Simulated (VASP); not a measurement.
# A VASP study of TePd (PBEsol): structure first, properties next, part 5 of 5

How well does PBEsol reproduce what experiment finds for TePd? The cell is relaxed first, and properties follow on it. The start is a cell from a database of measured crystal structures.

VASP 6.6.1, plane waves and PAW; the level of theory is named at each step.

Still holding for the runs below: The k-mesh is coarse for a metal.

So far. Step 5 (Density of states (PBEsol)): The finer mesh and the other smearing move the Fermi level by +0.01 eV from the 7×7×5 run, a small shift, which tests the Fermi level alone. Of the states within 0.3 eV of the Fermi level, the largest shares in the PAW spheres are Pd d 36 %, Te p 28 % and Pd p 6 %. The rest lies in smaller channels or between the spheres. The relaxed cell has a = 4.157, c = 5.615 Å (conventional setting).

### Step 7. Core levels (PBEsol)

Level of this step: PBEsol; plane waves and PAW (Te, Pd) (VASP).

Core levels shift with the potential at each site, so they tell like atoms on unlike sites apart.

The input, INCAR:

```
SYSTEM = TePd
PREC = Accurate
ENCUT = 400
EDIFF = 1E-06
NELM = 100
ISMEAR = 0
SIGMA = 0.05
LREAL = .FALSE.
ALGO = Normal
GGA = PS
NBANDS = 22
LASPH = .TRUE.
LORBIT = 11
LWAVE = .FALSE.
LCHARG = .FALSE.
KPAR = 4
ICORELEVEL = 1
```

The input, POSCAR:

```
TePd
1.0
    4.1568387541      0.0000000000      0.0000000000
   -2.0784193771      3.5999279605      0.0000000000
    0.0000000000      0.0000000000      5.6148976823
Te Pd
2 2
Direct
    0.3333333333      0.6666666667      0.2500000000
    0.6666666667      0.3333333333      0.7500000000
    0.0000000000      0.0000000000      0.0000000000
    0.0000000000      0.0000000000      0.5000000000
```

The input, KPOINTS:

```
Automatic mesh
0
Gamma
7 7 5
0 0 0
```

The projector-augmented-wave data sets are Te and Pd (PBE family, release 64).

Run with:

```console
$ mpirun -np 4 vasp_std
```

Log:

```text
[... set-up lines as in an earlier step ...]
 entering main loop
       N       E                     dE             d eps       ncg     rms          rms(c)
DAV:   1     0.147266206106E+03    0.14727E+03   -0.11884E+04  1064   0.103E+03
DAV:   2    -0.145781335995E+02   -0.16184E+03   -0.15192E+03  1236   0.233E+02
DAV:   3    -0.207310639460E+02   -0.61529E+01   -0.60315E+01  1262   0.453E+01
DAV:   4    -0.208205369900E+02   -0.89473E-01   -0.89435E-01  1256   0.595E+00
DAV:   5    -0.208223334607E+02   -0.17965E-02   -0.17960E-02  1266   0.800E-01    0.163E+01
DAV:   6    -0.205931454483E+02    0.22919E+00   -0.73743E-01  1110   0.808E+00    0.961E+00
DAV:   7    -0.205507104171E+02    0.42435E-01   -0.29156E-01  1110   0.536E+00    0.272E+00
DAV:   8    -0.205108036686E+02    0.39907E-01   -0.15114E-01  1122   0.390E+00    0.108E+00
DAV:   9    -0.205111199244E+02   -0.31626E-03   -0.53850E-03  1236   0.421E-01    0.817E-01
DAV:  10    -0.205105960299E+02    0.52389E-03   -0.46420E-03  1116   0.530E-01    0.296E-01
DAV:  11    -0.205103032765E+02    0.29275E-03   -0.37123E-04  1272   0.201E-01    0.223E-01
DAV:  12    -0.205102596423E+02    0.43634E-04   -0.10683E-04  1140   0.692E-02    0.944E-02
DAV:  13    -0.205102479546E+02    0.11688E-04   -0.12859E-05  1272   0.290E-02    0.360E-02
DAV:  14    -0.205102438656E+02    0.40891E-05   -0.60667E-06  1140   0.221E-02    0.131E-02
DAV:  15    -0.205102431858E+02    0.67982E-06   -0.18427E-06   630   0.115E-02
   1 F= -.20510243E+02 E0= -.20508975E+02  d E =-.253694E-02
```

The job ended after 8.8 s (4 MPI ranks of Intel Xeon 6975P-C (Granite Rapids), shared host; peak memory 0.73 GiB).

Parts of OUTCAR (step 7):

```text
   NELECT =      32.0000    total number of electrons

 the core state eigenenergies are
   1-  1s -31607.6852  2s  -4835.2122  2p  -4338.6141  3s   -951.4062  3p   -790.0644
       3d   -546.3143  4s   -150.8784  4p   -100.9147  4d    -28.2304
   2-  1s -31607.6852  2s  -4835.2122  2p  -4338.6141  3s   -951.4062  3p   -790.0644
       3d   -546.3143  4s   -150.8784  4p   -100.9147  4d    -28.2304
   3-  1s -24151.7131  2s  -3518.0662  2p  -3152.8191  3s   -626.4939  3p   -506.4909
       3d   -316.0345  4s    -75.5644  4p    -41.3004
   4-  1s -24151.7131  2s  -3518.0662  2p  -3152.8191  3s   -626.4939  3p   -506.4909
       3d   -316.0345  4s    -75.5644  4p    -41.3004

 E-fermi :   9.2612

 k-point     1 :       0.0000    0.0000    0.0000
  band No.  band energies     occupation
    ...
     11       7.0260      2.00000
     12       7.0260      2.00000
     13       8.0559      2.00000
     14       8.0559      2.00000
     15       8.9845      2.00000
     16       9.7359      0.00000
     17      10.9681      0.00000
     18      10.9681      0.00000
     19      11.4058      0.00000
     20      12.5072      0.00000
    ...

  Total       -0.0213849     -0.0213849      0.0267832      0.0000000     -0.0000000      0.0000000
  in kB       -0.4077726     -0.4077726      0.5107099      0.0000000     -0.0000000      0.0000000
  external PRESSURE =      -0.1016118 kB  Pullay stress =       0.0000000 kB

 POSITION                                       TOTAL-FORCE (eV/Angst)
 -----------------------------------------------------------------------------------
     -0.00000      2.39995      1.40372         0.000000      0.000000      0.000000
      2.07842      1.19998      4.21117         0.000000     -0.000000      0.000000
      0.00000      0.00000      0.00000        -0.000000      0.000000      0.000000
      0.00000      0.00000      2.80745        -0.000000      0.000000      0.000000
 -----------------------------------------------------------------------------------
    total drift:                                0.000000     -0.000000      0.000000

  FREE ENERGIE OF THE ION-ELECTRON SYSTEM (eV)
  ---------------------------------------------------
  free  energy   TOTEN  =       -20.5102431858 eV

  energy  without entropy=      -20.5077062502  energy(sigma->0) =      -20.50897472

[... 10 parts as in an earlier step ...]

[... 6 further parts left out ...]
```

These are scalar-relativistic Kohn-Sham levels of the ground state, with no core hole, so they are not binding energies.

Numbers from this step:

```yaml
scf_cycles: 15
irreducible_k_points: 24
fermi_energy: 9.261 eV
pressure: -0.01016 GPa
```

Kohn-Sham core levels. Core levels, by row:

| atom | shell | level below the Fermi level (eV) |
| --- | --- | --- |
| Te1 | 1s | 31617 |
| Te1 | 2s | 4844 |
| Te1 | 2p | 4348 |
| Te1 | 3s | 960.7 |
| Te1 | 3p | 799.3 |
| Te1 | 3d | 555.6 |
| Te1 | 4s | 160.1 |
| Te1 | 4p | 110.2 |
| Te1 | 4d | 37.49 |
| Te2 | 1s | 31617 |
| Te2 | 2s | 4844 |
| Te2 | 2p | 4348 |
| Te2 | 3s | 960.7 |
| Te2 | 3p | 799.3 |
| Te2 | 3d | 555.6 |
| Te2 | 4s | 160.1 |
| Te2 | 4p | 110.2 |
| Te2 | 4d | 37.49 |
| Pd3 | 1s | 24161 |
| Pd3 | 2s | 3527 |
| Pd3 | 2p | 3162 |
| Pd3 | 3s | 635.8 |
| Pd3 | 3p | 515.8 |
| Pd3 | 3d | 325.3 |
| Pd3 | 4s | 84.83 |
| Pd3 | 4p | 50.56 |
| Pd4 | 1s | 24161 |
| Pd4 | 2s | 3527 |
| Pd4 | 2p | 3162 |
| Pd4 | 3s | 635.8 |
| Pd4 | 3p | 515.8 |
| Pd4 | 3d | 325.3 |
| Pd4 | 4s | 84.83 |
| Pd4 | 4p | 50.56 |

Atoms of one element give levels within 0.1 eV of each other.

### Step 8. Bands along the symmetry lines (PBEsol + SOC)

This step: PBEsol, spin-orbit coupling; plane waves and PAW (Te, Pd) (VASP 6.6.1).

Levels along the symmetry lines show where the bands peak and cross; KPOINTS_OPT computes them in the converged potential. Spin-orbit coupling needs spinors and the noncollinear program, where each band holds one electron.

Edit INCAR of step 7 so:

```diff
@@ -10,4 +10,9 @@
 GGA = PS
-NBANDS = 22
+LNONCOLLINEAR = .TRUE.
+MAGMOM = 0 0 0 0 0 0 0 0 0 0 0 0
+NBANDS = 44
+GGA_COMPAT = .FALSE.
 LASPH = .TRUE.
+LSORBIT = .TRUE.
+LMAXMIX = 4
 LORBIT = 11
@@ -16,2 +21 @@
 KPAR = 4
-ICORELEVEL = 1
```

POSCAR is that of step 7.

The input, KPOINTS:

```
Automatic mesh
0
Gamma
6 6 4
0 0 0
```

The input, KPOINTS_OPT:

```
Line mode
16
Line-mode
Reciprocal
  0.00000000   0.00000000   0.00000000 GAMMA
  0.50000000   0.00000000   0.00000000 M

  0.50000000   0.00000000   0.00000000 M
  0.33333333   0.33333333   0.00000000 K

  0.33333333   0.33333333   0.00000000 K
  0.00000000   0.00000000   0.00000000 GAMMA

  0.00000000   0.00000000   0.00000000 GAMMA
  0.00000000   0.00000000   0.50000000 A

  0.00000000   0.00000000   0.50000000 A
  0.50000000   0.00000000   0.50000000 L

  0.50000000   0.00000000   0.50000000 L
  0.33333333   0.33333333   0.50000000 H

  0.33333333   0.33333333   0.50000000 H
  0.00000000   0.00000000   0.50000000 A

  0.50000000   0.00000000   0.50000000 L
  0.50000000   0.00000000   0.00000000 M

  0.33333333   0.33333333   0.00000000 K
  0.33333333   0.33333333   0.50000000 H
```

Run with:

```console
$ mpirun -np 4 vasp_ncl
```

Log:

```text
[... set-up lines as in an earlier step ...]
 entering main loop
       N       E                     dE             d eps       ncg     rms          rms(c)
DAV:   1     0.154631010235E+03    0.15463E+03   -0.12046E+04  1848   0.105E+03
DAV:   2    -0.131271954399E+02   -0.16776E+03   -0.15727E+03  2100   0.240E+02
DAV:   3    -0.209315688555E+02   -0.78044E+01   -0.76113E+01  2160   0.497E+01
DAV:   4    -0.210638230023E+02   -0.13225E+00   -0.13202E+00  2088   0.682E+00
DAV:   5    -0.210670097886E+02   -0.31868E-02   -0.31864E-02  2080   0.106E+00    0.164E+01
DAV:   6    -0.208407674341E+02    0.22624E+00   -0.76433E-01  2000   0.827E+00    0.972E+00
DAV:   7    -0.207856984491E+02    0.55069E-01   -0.23466E-01  1944   0.497E+00    0.413E+00
DAV:   8    -0.207564642989E+02    0.29234E-01   -0.10342E-01  1948   0.305E+00    0.108E+00
DAV:   9    -0.207559228931E+02    0.54141E-03   -0.62817E-03  1984   0.553E-01    0.619E-01
DAV:  10    -0.207555593098E+02    0.36358E-03   -0.84383E-04  1968   0.194E-01    0.267E-01
DAV:  11    -0.207553610462E+02    0.19826E-03   -0.67493E-04  1904   0.153E-01    0.411E-02
DAV:  12    -0.207553607816E+02    0.26466E-06   -0.23600E-05  1976   0.275E-02    0.132E-02
DAV:  13    -0.207553613406E+02   -0.55898E-06   -0.80734E-07  1480   0.589E-03
   1 F= -.20755361E+02 E0= -.20751929E+02  d E =-.686477E-02  mag=    -0.0000    -0.0000     0.0000
 Start KPOINTS_OPT (optional k-point list driver)
k-point batch [1-21\144]
       N       E                     dE             ncg
DAV:   1     0.686956767153E+04   -0.24409E+04     1848
DAV:   2     0.334847020911E+04   -0.35211E+04     2140
DAV:   3     0.318028252782E+04   -0.16819E+03     2100
DAV:   4     0.317718111133E+04   -0.31014E+01     2088
DAV:   5     0.317710668463E+04   -0.74427E-01     2000
DAV:   6     0.317710336814E+04   -0.33165E-02     2128
DAV:   7     0.317710324707E+04   -0.12107E-03     1992
DAV:   8     0.317710324103E+04   -0.60457E-05     1716
DAV:   9     0.317710324068E+04   -0.34611E-06     1168
[...]
k-point batch [127-144\144]
       N       E                     dE             ncg
DAV:   1     0.810652273230E+04   -0.10304E+05     1584
DAV:   2     0.514305348646E+04   -0.29635E+04     1800
DAV:   3     0.501562218790E+04   -0.12743E+03     1808
DAV:   4     0.501357692968E+04   -0.20453E+01     1840
DAV:   5     0.501351746908E+04   -0.59461E-01     1828
DAV:   6     0.501351493105E+04   -0.25380E-02     1804
DAV:   7     0.501351480767E+04   -0.12338E-03     1820
DAV:   8     0.501351480149E+04   -0.61840E-05     1528
DAV:   9     0.501351480114E+04   -0.34783E-06     1168
```

Wall time 1.9 min (4 MPI ranks); peak memory 1.5 GiB; 7.5 min of CPU time.

OUTCAR, selected parts (step 8):

```text
   k-points           NKPTS =     21   k-points in BZ     NKDIM =     21   number of bands    NBANDS=     44

   NELECT =      32.0000    total number of electrons

 E-fermi :   9.1537

 k-point     1 :       0.0000    0.0000    0.0000
  band No.  band energies     occupation
    ...
     26       7.6013      1.00000
     27       8.3966      1.00000
     28       8.3966      1.00000
     29       8.9935      1.00000
     30       8.9935      1.00000
     31       9.8347      0.00000
     32       9.8347      0.00000
     33      10.8615      0.00000
     34      10.8615      0.00000
     35      11.0875      0.00000
    ...

  Total       -0.0033810     -0.0033810     -0.0062778      0.0000000      0.0000000      0.0000000
  in kB       -0.0644690     -0.0644690     -0.1197063      0.0000000      0.0000000      0.0000000
  external PRESSURE =      -0.0828814 kB  Pullay stress =       0.0000000 kB

 POSITION                                       TOTAL-FORCE (eV/Angst)
 -----------------------------------------------------------------------------------
     -0.00000      2.39995      1.40372         0.000000      0.000000      0.000000
      2.07842      1.19998      4.21117        -0.000000      0.000000      0.000000
      0.00000      0.00000      0.00000        -0.000000      0.000000      0.000000
      0.00000      0.00000      2.80745        -0.000000      0.000000      0.000000
 -----------------------------------------------------------------------------------
    total drift:                                0.000000     -0.000000      0.000000

  FREE ENERGIE OF THE ION-ELECTRON SYSTEM (eV)
  ---------------------------------------------------
  free  energy   TOTEN  =       -20.7553613406 eV

  energy  without entropy=      -20.7484965727  energy(sigma->0) =      -20.75192896

 Spin-Orbit-Coupling matrix elements
 Ion:    1  E_soc:     -0.2185915
 Ion:    2  E_soc:     -0.2185915
 Ion:    3  E_soc:     -0.0589632
 Ion:    4  E_soc:     -0.0589632

 magnetization (x)
# of ion       s       p       d       tot
------------------------------------------
    1        0.000  -0.000   0.000  -0.000
    2        0.000   0.000   0.000   0.000
    3        0.000  -0.000  -0.000   0.000
    4        0.000  -0.000   0.000  -0.000
--------------------------------------------------
tot          0.000  -0.000  -0.000   0.000

 magnetization (y)
# of ion       s       p       d       tot
------------------------------------------
    1        0.000   0.000  -0.000   0.000
    2        0.000   0.000  -0.000   0.000
    3        0.000   0.000  -0.000   0.000
    4        0.000   0.000  -0.000  -0.000
--------------------------------------------------
tot          0.000   0.000  -0.000   0.000

 magnetization (z)
# of ion       s       p       d       tot
------------------------------------------
    1        0.000   0.000   0.000   0.000
    2        0.000   0.000   0.000   0.000
    3        0.000   0.000  -0.000   0.000
    4        0.000  -0.000  -0.000   0.000
--------------------------------------------------
tot          0.000  -0.000  -0.000   0.000

[... 7 parts as in an earlier step ...]

[... 9 further parts left out ...]
```

This step gave:

| Property | Result |
| --- | --- |
| SCF cycles | 13 |
| bands | 44 |
| irreducible k-points | 21 |
| free energy (TOTEN) | -20.76 eV |
| energy at zero smearing | -20.75 eV |
| Fermi energy | 9.154 eV |
| pressure | -0.008288 GPa |

On-site spin-orbit energy by atom:

| atom | on-site spin-orbit energy (eV) |
| --- | --- |
| Te1 | -0.219 |
| Te2 | -0.219 |
| Pd3 | -0.059 |
| Pd4 | -0.059 |

Electronic bands along the path, in eV, zero at the Fermi level; # counts the bands kept, so #1 is VASP's band 5:

| point | #25 | #26 | #27 | #28 | #29 | #30 | #31 | #32 |
| --- | --- | --- | --- | --- | --- | --- | --- | --- |
| Γ | -0.16 | -0.16 | 0.68 | 0.68 | 1.71 | 1.71 | 1.93 | 1.93 |
| 0.47 of the way | -0.57 | -0.57 | -0.08 | -0.08 | 1.00 | 1.00 | 1.87 | 1.87 |
| M | -2.07 | -2.07 | -1.51 | -1.51 | 0.92 | 0.92 | 2.30 | 2.30 |
| 0.53 of the way | -2.06 | -2.06 | -0.95 | -0.95 | 0.17 | 0.17 | 0.66 | 0.66 |
| K | -1.20 | -1.20 | -1.06 | -1.06 | -0.46 | -0.46 | -0.42 | -0.42 |
| 0.47 of the way | -0.82 | -0.82 | 0.33 | 0.33 | 0.48 | 0.48 | 0.87 | 0.87 |
| Γ | -0.16 | -0.16 | 0.68 | 0.68 | 1.71 | 1.71 | 1.93 | 1.93 |
| 0.47 of the way | -0.22 | -0.22 | -0.05 | -0.05 | 1.50 | 1.50 | 1.77 | 1.77 |
| A | 0.71 | 0.71 | 0.71 | 0.71 | 1.10 | 1.10 | 1.10 | 1.10 |
| 0.47 of the way | -0.37 | -0.37 | -0.37 | -0.37 | 0.33 | 0.33 | 0.33 | 0.33 |
| L | -0.43 | -0.43 | -0.43 | -0.43 | 0.51 | 0.51 | 0.51 | 0.51 |
| 0.47 of the way | -1.36 | -1.36 | -1.35 | -1.35 | 1.47 | 1.47 | 1.65 | 1.65 |
| H | -2.01 | -2.01 | -1.86 | -1.86 | 2.08 | 2.08 | 2.27 | 2.27 |
| 0.47 of the way | -1.29 | -1.29 | -1.22 | -1.22 | 0.73 | 0.73 | 0.93 | 0.93 |
| A | 0.71 | 0.71 | 0.71 | 0.71 | 1.10 | 1.10 | 1.10 | 1.10 |
| jump to L | -0.43 | -0.43 | -0.43 | -0.43 | 0.51 | 0.51 | 0.51 | 0.51 |
| 0.47 of the way | -1.54 | -1.54 | -0.78 | -0.78 | 0.97 | 0.97 | 1.31 | 1.31 |
| M | -2.07 | -2.07 | -1.51 | -1.51 | 0.92 | 0.92 | 2.30 | 2.30 |
| jump to K | -1.20 | -1.20 | -1.06 | -1.06 | -0.46 | -0.46 | -0.42 | -0.42 |
| 0.47 of the way | -1.73 | -1.73 | -1.56 | -1.56 | 0.70 | 0.70 | 0.78 | 0.78 |
| H | -2.01 | -2.01 | -1.86 | -1.86 | 2.08 | 2.08 | 2.27 | 2.27 |

Of the projections kept (Te, Pd), the largest for each band there; the rest of the weight can lie on other orbitals:

| point | #25 | #26 | #27 | #28 | #29 | #30 | #31 | #32 |
| --- | --- | --- | --- | --- | --- | --- | --- | --- |
| Γ | Pd 0.93 | Pd 0.93 | Te 0.96 | Te 0.96 | Pd 0.59 | Pd 0.59 | Pd 0.55 | Pd 0.55 |
| M | Pd 0.99 | Pd 0.99 | Pd 0.85 | Pd 0.85 | Pd 0.74 | Pd 0.74 | Te 0.56 | Te 0.56 |
| K | Pd 0.73 | Pd 0.73 | Pd 0.77 | Pd 0.77 | Pd 0.70 | Pd 0.70 | Pd 0.68 | Pd 0.68 |
| Γ | Pd 0.93 | Pd 0.93 | Te 0.96 | Te 0.96 | Pd 0.59 | Pd 0.59 | Pd 0.55 | Pd 0.55 |
| A | Pd 0.54 | Pd 0.54 | Pd 0.54 | Pd 0.54 | Te 0.52 | Te 0.52 | Te 0.52 | Te 0.52 |
| L | Pd 0.66 | Pd 0.66 | Pd 0.66 | Pd 0.66 | Pd 0.58 | Pd 0.58 | Pd 0.58 | Pd 0.58 |

There is no gap at this level.

Of the bands kept, 8 cross the Fermi level on this path (spinor bands, one electron each).

### Step 9. What came out

| Property | Result |
| --- | --- |
| relaxed volume | 21.01 Å³/atom |
| relaxed conventional cell a, b, c | 4.157, 4.157, 5.615 Å; angles 90.0, 90.0, 120.0° |
| space group after relaxing, within 0.02 Å | P6_3/mmc (No. 194) |
| band gap | none, a metal |
| DOS at the Fermi level | 1.77 states/eV/cell |
| highest zone-centre mode | 182 cm⁻¹ |
| shallowest level of the frozen cores | Te1 4d, 37.5 eV deep |
| band gap (PBEsol + SOC) | none, a metal |

In words: With PBEsol, TePd relaxes to 21.01 Å³/atom in space group P6_3/mmc (held by the symmetry of the run) and comes out as a metal. Against the listed cell the volume lies -0.8 % (a +0.1 %, c -1.0 %). Bands along the symmetry lines (PBEsol): Of the bands kept, 4 cross the Fermi level on this path. Vibrations at Γ (PBEsol): The highest mode in this list at Γ, 182.4 cm⁻¹, is mostly motion of Pd (100 % of the kinetic energy). Bands along the symmetry lines (PBEsol + SOC): Of the bands kept, 8 cross the Fermi level on this path (spinor bands, one electron each). The k-sampling is coarse for a metal, so the Fermi level, pressures and the shape of the cell carry errors. Modes at Γ alone can't show that the crystal is stable at other wave vectors. No search among competing phases was made, and a listed structure need not be the one stable at ambient conditions. All values are for a static lattice at zero temperature.

Calculation against experiment:

```
              quantity  measured          PBEsol
lattice constant a (Å)     4.152  4.157 (+0.1 %)
lattice constant c (Å)     5.671  5.615 (-1.0 %)
```

Measured values from arxiv:2310.08462 (2023).

How well it matches: The lattice constant a is off by +0.1 %: good agreement. The lattice constant c is off by -1.0 %: fair agreement. The grades are ours: good and fair within 0.7 and 1.5 % for the lattice constant a and 0.8 and 2 % for the lattice constant c. For lattice constants the calculation has a static lattice, without zero-point motion or thermal expansion.

[Lines on the potential files, build, host, timing and source positions are cut from VASP's logs without a mark.]

[Logs are printed without paths, hosts, clocks, repeated set-up lines and the standing remarks that a program may print on its own settings, such as how far it seeks lower states.]

[Hosts, paths, dates, database ids (printed as entryN), source tags and the programs' standing remarks are cut or masked in the printed files.]

[A measured line is paired with the nearest computed mode of its activity, which favours agreement.]
